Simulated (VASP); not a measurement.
```xyz
3
Lattice="0.0000 2.5959 2.5959 2.5959 0.0000 2.5959 2.5959 2.5959 0.0000" Properties=species:S:1:pos:R:3 pbc="T T T"
Zr     0.0000     0.0000     0.0000
O      1.2979     1.2979     1.2979
O      3.8938     3.8938     3.8938
```

Level of theory: PBE GGA, VASP's PBE PAW potentials (set 64) (plane waves; VASP). Numerical set-up: 520 eV cut-off, 6×6×6 Γ-centred mesh, Gaussian smearing of 0.050 eV, potentials Zr_sv O.

Problem. What does the run give for the energy per atom (σ→0), pressure, band gap (on the k-mesh) with the smallest direct gap where there is one?

Solution. 
- band gap (on the k-mesh) = 3.19 eV
- smallest direct gap (on the k-mesh) = 3.58 eV
- energy per atom (σ→0) = -9.509 eV/atom
- pressure = -9.28 GPa

The absolute energy has meaning only against runs of the same code, potentials and settings.

The compound is ZrO2 in the fluorite structure, the high-temperature cubic form, which is unstable at 0 K; the monoclinic form is the stable one. The cell was not relaxed at this level.
